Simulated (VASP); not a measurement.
# Cs2AgBiBr6: the band gap, functional by functional, part 2 of 4

Aim: the gap of Cs2AgBiBr6 on one structure at many levels of theory. The starting structure is a cell with measured lattice constants from the literature and the atomic positions of a Crystallography Open Database entry. The atoms were first relaxed with LDA in that cell, in a run that isn't shown, and the relaxed structure is the one below. Meshes and data sets differ where the inputs say so.

VASP 6.6.1.

Results so far: LDA 1.065 eV; PBE 1.213 eV.

**4. Bands with r2SCAN**

Level of this step: r2SCAN; plane waves and PAW (Bi_d, Cs_sv, Ag, Br) (VASP).

r2SCAN adds the kinetic-energy density, costs more than a GGA and is run with LASPH.

Contents of INCAR:

```
SYSTEM = Cs2AgBiBr6
PREC = Accurate
ENCUT = 350
EDIFF = 1E-06
NELM = 100
ISMEAR = 0
SIGMA = 0.03
LREAL = .FALSE.
ALGO = Normal
METAGGA = R2SCAN
LASPH = .TRUE.
NBANDS = 67
LORBIT = 11
LWAVE = .FALSE.
LCHARG = .FALSE.
KPAR = 8
NCORE = 2
```

Contents of POSCAR:

```
Cs2AgBiBr6
1.0
    0.0000000000      5.6333000000      5.6333000000
    5.6333000000      0.0000000000      5.6333000000
    5.6333000000      5.6333000000      0.0000000000
Bi Cs Ag Br
1 2 1 6
Direct
    0.0000000000      0.0000000000      0.0000000000
    0.7500000000      0.7500000000      0.7500000000
    0.2500000000      0.2500000000      0.2500000000
    0.5000000000      0.5000000000      0.5000000000
    0.7461466466      0.7461466466      0.2538533534
    0.2538533534      0.2538533534      0.7461466466
    0.7461466466      0.2538533534      0.2538533534
    0.7461466466      0.2538533534      0.7461466466
    0.2538533534      0.7461466466      0.7461466466
    0.2538533534      0.7461466466      0.2538533534
```

Contents of KPOINTS:

```
Automatic mesh
0
Gamma
4 4 4
0 0 0
```

Contents of KPOINTS_OPT:

```
Line mode
8
Line-mode
Reciprocal
  0.00000000   0.00000000   0.00000000 GAMMA
  0.50000000   0.00000000   0.50000000 X

  0.50000000   0.00000000   0.50000000 X
  0.50000000   0.25000000   0.75000000 W

  0.50000000   0.25000000   0.75000000 W
  0.37500000   0.37500000   0.75000000 K

  0.37500000   0.37500000   0.75000000 K
  0.00000000   0.00000000   0.00000000 GAMMA

  0.00000000   0.00000000   0.00000000 GAMMA
  0.50000000   0.50000000   0.50000000 L

  0.50000000   0.50000000   0.50000000 L
  0.62500000   0.25000000   0.62500000 U

  0.62500000   0.25000000   0.62500000 U
  0.50000000   0.25000000   0.75000000 W

  0.50000000   0.25000000   0.75000000 W
  0.50000000   0.50000000   0.50000000 L

  0.50000000   0.50000000   0.50000000 L
  0.37500000   0.37500000   0.75000000 K

  0.62500000   0.25000000   0.62500000 U
  0.50000000   0.00000000   0.50000000 X
```

PAW data sets: Bi_d, Cs_sv, Ag and Br (PBE family, release 64).

Started as:

```bash
$ mpirun -np 16 vasp_std
```

Log:

```text
[banner, memory and clock lines left out]
running   16 mpi-ranks, on    1 nodes
[...]
|                                                                             |
|               ----> ADVICE to this user running VASP <----                  |
|                                                                             |
|     You enforced a specific xc type in the INCAR file but a different       |
|     [... a line on the potential file left out ...]
|     I HOPE YOU KNOW WHAT YOU ARE DOING!                                     |
|                                                                             |

 LDA part: xc-table for (None), standard interpolation
 POSCAR, INCAR and KPOINTS ok, starting setup
[...]
entering main loop
       N       E                     dE             d eps       ncg     rms          rms(c)
DAV:   1     0.374581775273E+03    0.37458E+03   -0.29617E+04  1120   0.846E+02
DAV:   2    -0.182235797577E+03   -0.55682E+03   -0.53035E+03  1309   0.224E+02
[...]
1 F= -.22249000E+03 E0= -.22249000E+03  d E =-.597430E-15
 Start KPOINTS_OPT (optional k-point list driver)
k-point batch [1-8\80]
       N       E                     dE             ncg
DAV:   1    -0.193999236073E+03   -0.57507E+04     1128
DAV:   2    -0.464672136019E+04   -0.44527E+04     1298
DAV:   3    -0.510864005189E+04   -0.46192E+03     1280
DAV:   4    -0.511985528045E+04   -0.11215E+02     1272
DAV:   5    -0.512017011731E+04   -0.31484E+00     1584
DAV:   6    -0.512017456623E+04   -0.44489E-02     1285
DAV:   7    -0.512017486243E+04   -0.29620E-03     1648
DAV:   8    -0.512017486516E+04   -0.27222E-05     1050
DAV:   9    -0.512017486537E+04   -0.21972E-06      848
[...]
k-point batch [73-80\80]
       N       E                     dE             ncg
DAV:   1    -0.149134340379E+03   -0.10579E+05     1104
DAV:   2    -0.465854774317E+04   -0.45094E+04     1285
DAV:   3    -0.512114268707E+04   -0.46259E+03     1336
DAV:   4    -0.513267819410E+04   -0.11536E+02     1352
DAV:   5    -0.513299124897E+04   -0.31305E+00     1576
DAV:   6    -0.513299667568E+04   -0.54267E-02     1424
DAV:   7    -0.513299696108E+04   -0.28540E-03     1640
DAV:   8    -0.513299696275E+04   -0.16711E-05     1240
DAV:   9    -0.513299696280E+04   -0.55143E-07      936
```

It took 2.5 min on 16 MPI ranks of AMD EPYC 9R45, shared host; peak memory 5.6 GiB.

Parts of OUTCAR (step 4):

```text
  Total        0.6361024      0.6361024      0.6361024      0.0000000      0.0000000     -0.0000000
  in kB        2.8504866      2.8504866      2.8504866      0.0000000      0.0000000     -0.0000000
  external PRESSURE =       2.8504866 kB  Pullay stress =       0.0000000 kB

 POSITION                                       TOTAL-FORCE (eV/Angst)
 -----------------------------------------------------------------------------------
      0.00000      0.00000      0.00000        -0.000000      0.000000      0.000000
      8.44995      8.44995      8.44995        -0.000000      0.000000     -0.000000
      2.81665      2.81665      2.81665        -0.000000      0.000000      0.000000
      5.63330      5.63330      5.63330        -0.000000     -0.000000     -0.000000
      5.63330      5.63330      8.40654        -0.000000      0.000000      0.144347
      5.63330      5.63330      2.86006        -0.000000      0.000000     -0.144347
      2.86006      5.63330      5.63330        -0.144347      0.000000      0.000000
      5.63330      8.40654      5.63330        -0.000000      0.144347      0.000000
      8.40654      5.63330      5.63330         0.144347      0.000000      0.000000
      5.63330      2.86006      5.63330        -0.000000     -0.144347      0.000000
 -----------------------------------------------------------------------------------
    total drift:                                0.000000      0.000000     -0.000000

  FREE ENERGIE OF THE ION-ELECTRON SYSTEM (eV)
  ---------------------------------------------------
  free  energy   TOTEN  =      -222.4900011621 eV

  energy  without entropy=     -222.4900011621  energy(sigma->0) =     -222.49000116

[... 2 parts as in an earlier step ...]

[... 1 further part left out ...]
[key lines of the parts left out:]
E-fermi :   1.2496
```

The log as kept lacks single lines of electronic cycles.

r2SCAN gives a least gap of 1.575 eV, and a least direct gap of 2.648 eV. The least gap is +0.509 eV from that of LDA.

**5. Bands with TB-mBJ**

TB-mBJ is a local potential fitted to gaps: it costs far less than a hybrid but gives no energy. Its energies, forces and stress mean nothing.

INCAR, as its differences from that of step 4:

```diff
@@ -4,3 +4,3 @@
 EDIFF = 1E-06
-NELM = 100
+NELM = 150
 ISMEAR = 0
@@ -9,3 +9,3 @@
 ALGO = Normal
-METAGGA = R2SCAN
+METAGGA = MBJ
 LASPH = .TRUE.
```

POSCAR is that of step 4.

KPOINTS is that of step 4.

KPOINTS_OPT is that of step 4.

Started as:

```bash
$ mpirun -np 16 vasp_std
```

Log:

```text
[banner, memory and clock lines left out]
running   16 mpi-ranks, on    1 nodes
[...]
[... a notice as in an earlier step ...]

 LDA part: xc-table for (None), standard interpolation
 POSCAR, INCAR and KPOINTS ok, starting setup
[...]
entering main loop
       N       E                     dE             d eps       ncg     rms          rms(c)
DAV:   1     0.359599951301E+04    0.35960E+04   -0.29095E+04  1120   0.829E+02
DAV:   2     0.304760172560E+04   -0.54840E+03   -0.52380E+03  1314   0.219E+02
DAV:   3     0.299133268677E+04   -0.56269E+02   -0.55830E+02  1320   0.838E+01
DAV:   4     0.298999983807E+04   -0.13328E+01   -0.13301E+01  1280   0.159E+01
[...]
DAV:   8     0.298888733281E+04    0.60122E+00   -0.92756E-01  1175   0.456E+00    0.249E+01
DAV:   9     0.299224772316E+04    0.33604E+01   -0.63212E+00  1226   0.164E+01    0.201E+01
DAV:  10     0.299270354428E+04    0.45582E+00   -0.12643E+00  1240   0.369E+00    0.199E+01
[... 130 further cycles ...]
[...]
|     density mixing parameters otherwise.                                    |
|                                                                             |

   1 F= 0.31679581E+04 E0= 0.31679600E+04  d E =-.379066E-02
 Start KPOINTS_OPT (optional k-point list driver)
k-point batch [1-8\80]
       N       E                     dE             ncg
DAV:   1     0.148142300146E+05    0.92575E+04     2136
DAV:   2     0.496339846938E+04   -0.98508E+04     2138
DAV:   3     0.287010096435E+04   -0.20933E+04     2144
DAV:   4     0.237971456718E+04   -0.49039E+03     2144
[...]
DAV:  49     0.219518433887E+04   -0.16861E-05     1376
DAV:  50     0.219518433763E+04   -0.12461E-05     1376
DAV:  51     0.219518433679E+04   -0.83763E-06     1328
[...]
k-point batch [73-80\80]
       N       E                     dE             ncg
DAV:   1     0.147835770189E+05    0.43540E+04     2144
DAV:   2     0.489746679566E+04   -0.98861E+04     2144
DAV:   3     0.285900049363E+04   -0.20385E+04     2144
DAV:   4     0.238063445101E+04   -0.47837E+03     2144
[...]
DAV:  49     0.219280842304E+04   -0.15274E-05     1352
DAV:  50     0.219280842199E+04   -0.10569E-05     1328
DAV:  51     0.219280842130E+04   -0.68901E-06     1280
```

It took 7.5 min on 16 MPI ranks; peak memory 6 GiB.

Parts of OUTCAR (step 5):

```text
  Total      776.9935391    776.9935391    776.9935391     -0.0000000      0.0000000     -0.0000000
  in kB     3481.8443597   3481.8443597   3481.8443597     -0.0000000      0.0000000     -0.0000000
  external PRESSURE =    3481.8443597 kB  Pullay stress =       0.0000000 kB

 POSITION                                       TOTAL-FORCE (eV/Angst)
 -----------------------------------------------------------------------------------
      0.00000      0.00000      0.00000         0.000000      0.000000      0.000000
      8.44995      8.44995      8.44995         0.000000     -0.000000      0.000000
      2.81665      2.81665      2.81665        -0.000000     -0.000000     -0.000000
      5.63330      5.63330      5.63330         0.000000     -0.000000     -0.000000
      5.63330      5.63330      8.40654         0.000000      0.000000     79.379530
      5.63330      5.63330      2.86006         0.000000      0.000000    -79.379530
      2.86006      5.63330      5.63330       -79.379530      0.000000      0.000000
      5.63330      8.40654      5.63330         0.000000     79.379530      0.000000
      8.40654      5.63330      5.63330        79.379530      0.000000      0.000000
      5.63330      2.86006      5.63330         0.000000    -79.379530      0.000000
 -----------------------------------------------------------------------------------
    total drift:                                0.000000      0.000000     -0.000000

  FREE ENERGIE OF THE ION-ELECTRON SYSTEM (eV)
  ---------------------------------------------------
  free  energy   TOTEN  =      3167.9581367723 eV

  energy  without entropy=     3167.9619274303  energy(sigma->0) =     3167.96003210

[... 2 parts as in an earlier step ...]

[... 1 further part left out ...]
[key lines of the parts left out:]
E-fermi :  24.1381
```

The log as kept lacks single lines of electronic cycles.

The electronic loop didn't reach EDIFF within its 150 cycles (NELM).

**6. Bands with LDA+U (Ag d 5 eV)**

The U is chosen by hand, not computed for this crystal, and pushes the named shell towards whole occupations.

Contents of INCAR:

```
SYSTEM = Cs2AgBiBr6
PREC = Accurate
ENCUT = 350
EDIFF = 1E-06
NELM = 100
ISMEAR = 0
SIGMA = 0.03
LREAL = .FALSE.
ALGO = Normal
GGA = CA
NBANDS = 67
LDAU = .TRUE.
LDAUTYPE = 2
LDAUL = -1 -1 2 -1
LDAUU = 0 0 5 0
LDAUJ = 0 0 0 0
LDAUPRINT = 1
LASPH = .TRUE.
LMAXMIX = 4
LORBIT = 11
LWAVE = .FALSE.
LCHARG = .FALSE.
KPAR = 8
NCORE = 2
```

POSCAR is that of step 5.

KPOINTS is that of step 5.

KPOINTS_OPT is that of step 5.

The projector-augmented-wave data sets are Bi_d, Cs_sv, Ag and Br (LDA family, release 64).

Started as:

```bash
$ mpirun -np 16 vasp_std
```

Log:

```text
[... set-up lines as in an earlier step ...]
 entering main loop
       N       E                     dE             d eps       ncg     rms          rms(c)
DAV:   1     0.567423032212E+03    0.56742E+03   -0.29202E+04  1120   0.828E+02
DAV:   2     0.225860598519E+02   -0.54484E+03   -0.52097E+03  1330   0.220E+02
DAV:   3    -0.326394754430E+02   -0.55226E+02   -0.54841E+02  1304   0.828E+01
DAV:   4    -0.340523471732E+02   -0.14129E+01   -0.14103E+01  1312   0.163E+01
[...]
DAV:  11    -0.328417915615E+02   -0.48072E-04   -0.22970E-04  1336   0.586E-02    0.259E-02
DAV:  12    -0.328417751528E+02    0.16409E-04   -0.58094E-05  1341   0.360E-02    0.103E-02
DAV:  13    -0.328417755857E+02   -0.43288E-06   -0.70938E-06  1288   0.991E-03
   1 F= -.32841776E+02 E0= -.32841776E+02  d E =-.248628E-25
 Start KPOINTS_OPT (optional k-point list driver)
k-point batch [1-8\80]
       N       E                     dE             ncg
DAV:   1    -0.277196507176E+03   -0.58339E+04     1128
DAV:   2    -0.450854806861E+04   -0.42314E+04     1290
DAV:   3    -0.495434372156E+04   -0.44580E+03     1280
DAV:   4    -0.496586015359E+04   -0.11516E+02     1285
DAV:   5    -0.496616666075E+04   -0.30651E+00     1536
DAV:   6    -0.496617272321E+04   -0.60625E-02     1304
DAV:   7    -0.496617315483E+04   -0.43162E-03     1632
DAV:   8    -0.496617315825E+04   -0.34246E-05     1136
DAV:   9    -0.496617315843E+04   -0.17427E-06      856
[...]
k-point batch [73-80\80]
       N       E                     dE             ncg
DAV:   1    -0.232967922313E+03   -0.10663E+05     1112
DAV:   2    -0.452478662974E+04   -0.42918E+04     1293
DAV:   3    -0.496929309851E+04   -0.44451E+03     1344
DAV:   4    -0.498088648242E+04   -0.11593E+02     1336
DAV:   5    -0.498120082223E+04   -0.31434E+00     1533
DAV:   6    -0.498120654461E+04   -0.57224E-02     1400
DAV:   7    -0.498120690360E+04   -0.35899E-03     1648
DAV:   8    -0.498120690949E+04   -0.58817E-05     1184
DAV:   9    -0.498120690976E+04   -0.27469E-06      960
```

It took 50 s on 16 MPI ranks; peak memory 4.7 GiB.

Parts of OUTCAR (step 6):

```text
  Total       -4.7840543     -4.7840543     -4.7840543      0.0000000      0.0000000      0.0000000
  in kB      -21.4381867    -21.4381867    -21.4381867      0.0000000      0.0000000      0.0000000
  external PRESSURE =     -21.4381867 kB  Pullay stress =       0.0000000 kB

 POSITION                                       TOTAL-FORCE (eV/Angst)
 -----------------------------------------------------------------------------------
      0.00000      0.00000      0.00000        -0.000000      0.000000     -0.000000
      8.44995      8.44995      8.44995         0.000000      0.000000      0.000000
      2.81665      2.81665      2.81665        -0.000000      0.000000     -0.000000
      5.63330      5.63330      5.63330        -0.000000      0.000000      0.000000
      5.63330      5.63330      8.40654         0.000000      0.000000      0.031341
      5.63330      5.63330      2.86006         0.000000      0.000000     -0.031341
      2.86006      5.63330      5.63330        -0.031341      0.000000      0.000000
      5.63330      8.40654      5.63330         0.000000      0.031341      0.000000
      8.40654      5.63330      5.63330         0.031341      0.000000      0.000000
      5.63330      2.86006      5.63330         0.000000     -0.031341      0.000000
 -----------------------------------------------------------------------------------
    total drift:                                0.000000      0.000000     -0.000000

  FREE ENERGIE OF THE ION-ELECTRON SYSTEM (eV)
  ---------------------------------------------------
  free  energy   TOTEN  =       -32.8417755857 eV

  energy  without entropy=      -32.8417755857  energy(sigma->0) =      -32.84177559

[... 2 parts as in an earlier step ...]

[... 1 further part left out ...]
[key lines of the parts left out:]
E-fermi :   1.0579
```

LDA+U (Ag d 5 eV) gives a least gap of 1.454 eV, and a least direct gap of 2.410 eV. The least gap is +0.389 eV from that of LDA.

**7. Bands with r2SCAN+U (Ag d 2.5 eV)**

INCAR, as its differences from that of step 6:

```diff
@@ -9,3 +9,4 @@
 ALGO = Normal
-GGA = CA
+METAGGA = R2SCAN
+LASPH = .TRUE.
 NBANDS = 67
@@ -14,6 +15,5 @@
 LDAUL = -1 -1 2 -1
-LDAUU = 0 0 5 0
+LDAUU = 0 0 2.5 0
 LDAUJ = 0 0 0 0
 LDAUPRINT = 1
-LASPH = .TRUE.
 LMAXMIX = 4
```

POSCAR is that of step 6.

KPOINTS is that of step 6.

KPOINTS_OPT is that of step 6.

Potentials, in the order of the species: Bi_d, Cs_sv, Ag and Br (PBE family, release 64).

Started as:

```bash
$ mpirun -np 16 vasp_std
```

Log:

```text
[... set-up lines as in an earlier step ...]
 entering main loop
       N       E                     dE             d eps       ncg     rms          rms(c)
DAV:   1     0.376810081487E+03    0.37681E+03   -0.29691E+04  1120   0.846E+02
DAV:   2    -0.183074096724E+03   -0.55988E+03   -0.53441E+03  1314   0.225E+02
DAV:   3    -0.240691339808E+03   -0.57617E+02   -0.57193E+02  1304   0.857E+01
DAV:   4    -0.242133579589E+03   -0.14422E+01   -0.14391E+01  1288   0.167E+01
[...]
DAV:  12    -0.221809848401E+03   -0.58475E-04   -0.56690E-05  1333   0.282E-02    0.116E-02
DAV:  13    -0.221809860572E+03   -0.12171E-04   -0.11984E-05  1272   0.169E-02    0.547E-03
DAV:  14    -0.221809860596E+03   -0.23744E-07   -0.20224E-06  1136   0.668E-03
   1 F= -.22180986E+03 E0= -.22180986E+03  d E =-.601939E-24
 Start KPOINTS_OPT (optional k-point list driver)
k-point batch [1-8\80]
       N       E                     dE             ncg
DAV:   1    -0.250744541463E+03   -0.58075E+04     1128
DAV:   2    -0.471272188673E+04   -0.44620E+04     1298
DAV:   3    -0.517418500492E+04   -0.46146E+03     1280
DAV:   4    -0.518533358214E+04   -0.11149E+02     1272
DAV:   5    -0.518564721873E+04   -0.31364E+00     1608
DAV:   6    -0.518565117575E+04   -0.39570E-02     1280
DAV:   7    -0.518565142050E+04   -0.24474E-03     1664
DAV:   8    -0.518565142316E+04   -0.26624E-05     1040
DAV:   9    -0.518565142322E+04   -0.58970E-07      856
[...]
k-point batch [73-80\80]
       N       E                     dE             ncg
DAV:   1    -0.205855684360E+03   -0.10635E+05     1104
DAV:   2    -0.472914563479E+04   -0.45233E+04     1293
DAV:   3    -0.518711240813E+04   -0.45797E+03     1328
DAV:   4    -0.519832843313E+04   -0.11216E+02     1344
DAV:   5    -0.519863346368E+04   -0.30503E+00     1576
DAV:   6    -0.519863860832E+04   -0.51446E-02     1416
DAV:   7    -0.519863890024E+04   -0.29192E-03     1664
DAV:   8    -0.519863890163E+04   -0.13902E-05     1192
DAV:   9    -0.519863890169E+04   -0.59744E-07      976
```

Run time: 2.4 min. Hardware: 16 MPI ranks; peak memory 5.7 GiB.

OUTCAR, selected parts (step 7):

```text
  Total        0.5671156      0.5671156      0.5671156      0.0000000     -0.0000000     -0.0000000
  in kB        2.5413445      2.5413445      2.5413445      0.0000000     -0.0000000     -0.0000000
  external PRESSURE =       2.5413445 kB  Pullay stress =       0.0000000 kB

 POSITION                                       TOTAL-FORCE (eV/Angst)
 -----------------------------------------------------------------------------------
      0.00000      0.00000      0.00000         0.000000      0.000000      0.000000
      8.44995      8.44995      8.44995        -0.000000      0.000000      0.000000
      2.81665      2.81665      2.81665         0.000000      0.000000      0.000000
      5.63330      5.63330      5.63330         0.000000      0.000000      0.000000
      5.63330      5.63330      8.40654         0.000000      0.000000      0.171369
      5.63330      5.63330      2.86006         0.000000      0.000000     -0.171369
      2.86006      5.63330      5.63330        -0.171369      0.000000      0.000000
      5.63330      8.40654      5.63330         0.000000      0.171369      0.000000
      8.40654      5.63330      5.63330         0.171369      0.000000      0.000000
      5.63330      2.86006      5.63330         0.000000     -0.171369      0.000000
 -----------------------------------------------------------------------------------
    total drift:                                0.000000      0.000000     -0.000000

  FREE ENERGIE OF THE ION-ELECTRON SYSTEM (eV)
  ---------------------------------------------------
  free  energy   TOTEN  =      -221.8098605958 eV

  energy  without entropy=     -221.8098605958  energy(sigma->0) =     -221.80986060

[... 2 parts as in an earlier step ...]

[... 1 further part left out ...]
[key lines of the parts left out:]
E-fermi :   1.0939
```

r2SCAN+U (Ag d 2.5 eV) gives a least gap of 1.810 eV, and a least direct gap of 2.838 eV. The least gap is +0.745 eV from that of LDA.

(Part 2 of 4 ends here.)

[Lines on the potential files, build, host, timing and source positions are cut from VASP's logs without a mark.]

[Logs are printed without paths, hosts, clocks, repeated set-up lines and the standing remarks that a program may print on its own settings, such as how far it seeks lower states.]

[Hosts, paths, dates, database ids (printed as entryN), source tags and the programs' standing remarks are cut or masked in the printed files.]
